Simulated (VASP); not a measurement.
Output of a VASP run:

### OSZICAR
```
       N       E                     dE             d eps       ncg     rms          rms(c)
DAV:   1     0.354791398548E+03    0.35479E+03   -0.16653E+04  1080   0.112E+03
DAV:   2     0.131043523639E+02   -0.34169E+03   -0.33266E+03  1212   0.339E+02
DAV:   3    -0.205783773457E+02   -0.33683E+02   -0.32514E+02  1344   0.125E+02
DAV:   4    -0.217753645234E+02   -0.11970E+01   -0.11854E+01  1328   0.248E+01
DAV:   5    -0.218165905768E+02   -0.41226E-01   -0.41171E-01  1468   0.419E+00    0.762E+00
DAV:   6    -0.215222248120E+02    0.29437E+00   -0.61627E-01  1212   0.494E+00    0.575E+00
DAV:   7    -0.215107882366E+02    0.11437E-01   -0.30144E-01  1436   0.230E+00    0.112E+00
DAV:   8    -0.215076058213E+02    0.31824E-02   -0.30000E-02  1216   0.112E+00    0.631E-01
DAV:   9    -0.215067327792E+02    0.87304E-03   -0.69841E-03  1312   0.443E-01    0.316E-01
DAV:  10    -0.215067719584E+02   -0.39179E-04   -0.93448E-04  1340   0.145E-01    0.105E-01
DAV:  11    -0.215067712977E+02    0.66072E-06   -0.92397E-05  1348   0.532E-02    0.406E-02
DAV:  12    -0.215067733808E+02   -0.20831E-05   -0.17023E-05  1108   0.183E-02    0.246E-02
DAV:  13    -0.215067723000E+02    0.10807E-05   -0.60469E-06  1184   0.110E-02    0.870E-03
DAV:  14    -0.215067723239E+02   -0.23845E-07   -0.79272E-07   732   0.498E-03
   1 F= -.21506772E+02 E0= -.21506709E+02  d E =-.127449E-03
```

File OUTCAR:
```
------------------------ aborting loop because EDIFF is reached ----------------------------------------
  FORCE on cell =-STRESS in cart. coord.  units (eV):
  Direction    XX          YY          ZZ          XY          YZ          ZX
  --------------------------------------------------------------------------------------
  Total        0.9952680      0.9952680      0.9054515      0.0000000     -0.0000000     -0.0000000
  in kB        9.4533997      9.4533998      8.6002914      0.0000000     -0.0000003     -0.0000000
  external PRESSURE =       9.1690303 kB  Pullay stress =       0.0000000 kB
  volume of cell :      168.68
      direct lattice vectors                 reciprocal lattice vectors
     2.154722000  1.244029000 10.487923000     0.232048496  0.133973261  0.031782592
    -2.154722000  1.244029000 10.487923000    -0.232048496  0.133973261  0.031782592
     0.000000000 -2.488059000 10.487923000     0.000000000 -0.267946522  0.031782579
 POSITION                                       TOTAL-FORCE (eV/Angst)
 -----------------------------------------------------------------------------------
      0.00000     -0.00000     18.97800        -0.000000     -0.000000      0.278538
      0.00000     -0.00000     12.48577        -0.000000      0.000000     -0.278538
      0.00000     -0.00000     24.64220        -0.000000     -0.000000      0.525884
      0.00000     -0.00000      6.82157        -0.000000      0.000000     -0.525884
      0.00000      0.00000      0.00000         0.000000      0.000000      0.000000
 -----------------------------------------------------------------------------------
    total drift:                               -0.000000     -0.000000     -0.000000
  FREE ENERGIE OF THE ION-ELECTRON SYSTEM (eV)
  ---------------------------------------------------
  free  energy   TOTEN  =       -21.5067723239 eV

  energy  without entropy=      -21.5066448746  energy(sigma->0) =      -21.50670860
```
(Selected blocks of OUTCAR.)

**POSCAR**
```
Bi2Te3
1
    2.1547220000     1.2440290000    10.4879230000
   -2.1547220000     1.2440290000    10.4879230000
    0.0000000000    -2.4880590000    10.4879230000
Bi Te
2 3
Direct
  0.6031700000   0.6031700000   0.6031700000
  0.3968300000   0.3968300000   0.3968300000
  0.7831930000   0.7831930000   0.7831930000
  0.2168070000   0.2168070000   0.2168070000
  0.0000000000   0.0000000000   0.0000000000
```

Question: Reconstruct the remaining input files.

Answer: This is not unique; one that fits is the input of the run itself, LDA (Ceperley-Alder, Perdew-Zunger), plane waves, VASP's LDA PAW potentials (set 64).

### INCAR
```
! general
SYSTEM  = Bi2Te3
PREC    = Accurate
ENCUT   = 300   ! plane-wave cut-off (eV)
LREAL   = .False.   ! projection in real space or not
LASPH   = .True.

! electronic loop
EDIFF   = 1E-6   ! SCF stop (eV)
NELM    = 100   ! most electronic steps
ALGO    = Normal
LMAXMIX = 4

! smearing
ISMEAR  = -1   ! Fermi-Dirac
SIGMA   = 0.05   ! width (eV)

! ions
ISIF    = 2

! output
LWAVE   = .False.
LCHARG  = .False.
```

File KPOINTS:
```
Automatic mesh
0
Gamma
5 5 5
0 0 0
```

POTCAR, in this order: Bi_d Te (LDA.64 set). Program: vasp_std.

At this cut-off the stress carries a Pulay error, which pulls relaxed volumes low.

The structure comes from a computed database's Bi2Te3 entry; how it stands against other phases isn't given here. The cell was not relaxed at this level.
